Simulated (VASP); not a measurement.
An input for Ansatz (written as the equivalent of a VASP run, and not itself run):

Ansatz 0.2 input:
```yaml
crystal:
  lattice:
    - [0.0000000, 2.7044053, 2.7044053]
    - [2.7044053, 0.0000000, 2.7044053]
    - [2.7044053, 2.7044053, 0.0000000]
  atoms:
    - { symbol: Cd, position: [0.0000000, 0.0000000, 0.0000000] }
    - { symbol: S, position: [0.5000000, 0.5000000, 0.5000000] }
kpoints:
  mp_grid: { grid: [8, 8, 8] }
hamiltonian:
  xc: pbesol
  pseudopotentials: { kind: paw }
scf:
  occupations: { method: gaussian, width: 0.05 }
  max_iter: 100
relax:
  max_steps: 40
  f_tol: 0.02
  cell: {}
output: { forces: true, stress: true, eigenvalues: true }
```

### Question
Write the VASP files for the same calculation (PBEsol).

### Answer
This is not unique; one that fits is 
### POSCAR
```
CdS
1.0
  0.0000000000   2.7044053090   2.7044053090
  2.7044053090   0.0000000000   2.7044053090
  2.7044053090   2.7044053090   0.0000000000
Cd S
1 1
Cart
  0.0000000000   0.0000000000   0.0000000000
  2.7044053090   2.7044053090   2.7044053090
```

**KPOINTS**
```
Automatic mesh
0
Gamma
8 8 8
0 0 0
```

**INCAR**
```
SYSTEM = CdS
PREC = Accurate
ENCUT = 500
EDIFF = 1E-6
NELM = 100
ALGO = Normal
LREAL = .FALSE.
LASPH = .TRUE.
ISMEAR = 0
SIGMA = 0.05
GGA = PS
LMAXMIX = 4
LWAVE = .FALSE.
LCHARG = .FALSE.
IBRION = 2
ISIF = 3
NSW = 40
EDIFFG = -0.02
```

POTCAR, in this order: Cd S (PBE.64 set). Program: vasp_std.

What does not carry over: each code has its own PAW files, so the cut-off isn't converted (ENCUT is set for VASP's; basis.ecutwfc is left out, and Ansatz then takes the one that its files recommend); Ansatz stops its SCF on the density residual and VASP on the energy change (EDIFF).

The structure was generated: CdS was put into the rock salt type (Fm-3m), which need not be its known phase. It was relaxed first.
